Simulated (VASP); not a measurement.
Wanted: the native input for a VASP 6.6.1 run.

```yaml
Task: relaxation of cell and atoms
Functional: r2SCAN
Dispersion: rVV10
Potentials_or_basis: VASP PAW PBE potentials, release 64 (C)
Cutoff: 600 eV
k_mesh: 15 × 15 × 1
Occupations: gaussian, width 0.03 eV
Spin: no spin polarisation
Further_INCAR_settings: ALGO = Normal; EDIFF = 1e-06; IBRION = 2; EDIFFG = -0.01; NSW = 90; ISIF = 3
```

The structure of C lies in POSCAR:

```
C
1.0
    2.4672912600      0.0000000000      0.0000000000
   -1.2336456300      2.1367369100      0.0000000000
    0.0000000000      0.0000000000     18.0000000000
C
2
Direct
    0.0000000000      0.0000000000      0.5000000000
    0.6666666700      0.3333333400      0.5000000000
```

The input as run:

INCAR

```
PREC = Accurate ; ENCUT = 600
EDIFF = 1E-6 ; ISMEAR = 0
SIGMA = 0.03 ; LREAL = F
LASPH = T ; NELM = 80
ALGO = Normal ; ISIF = 3
LWAVE = F ; LCHARG = F
METAGGA = R2SCAN ; LMIXTAU = T
LUSE_VDW = T ; IVDW_NL = 2
BPARAM = 11.95 ; CPARAM = 0.0093
IBRION = 2 ; NSW = 90
EDIFFG = -0.01 ; LATTICE_CONSTRAINTS = .TRUE. .TRUE. .FALSE.
KPAR = 2
```

KPOINTS

```
regular mesh
0
Gamma
  15 15 1
```

Potentials or basis: VASP PAW PBE potentials, release 64 (C).

Launch:

```bash
$ cat potpaw_PBE.64/C/POTCAR > POTCAR
$ mpirun -np 2 vasp_std > vasp.out
```

Results of the run:

The relaxed volume is 47.03 Å³/atom and the relaxed cell is a = 2.456 Å, b = 2.456 Å, c = 18.000 Å, α = 90.00°, β = 90.00°, γ = 120.00°. The space group after relaxing (to 0.05 Å) is P6/mmm (No. 191) and the energy gained by relaxing is 1.4 meV/atom. The ionic steps are 3 and the band gap on the k mesh is none (metal or under the smearing width).

Caveat: the PAW data sets were made with another functional, which shifts forces and pressure a little.

Wall time 10 min on 2 MPI ranks on Intel(R) Xeon(R) Platinum 8488C (Sapphire Rapids), with other jobs on the host, peak memory 0.43 GiB a rank.
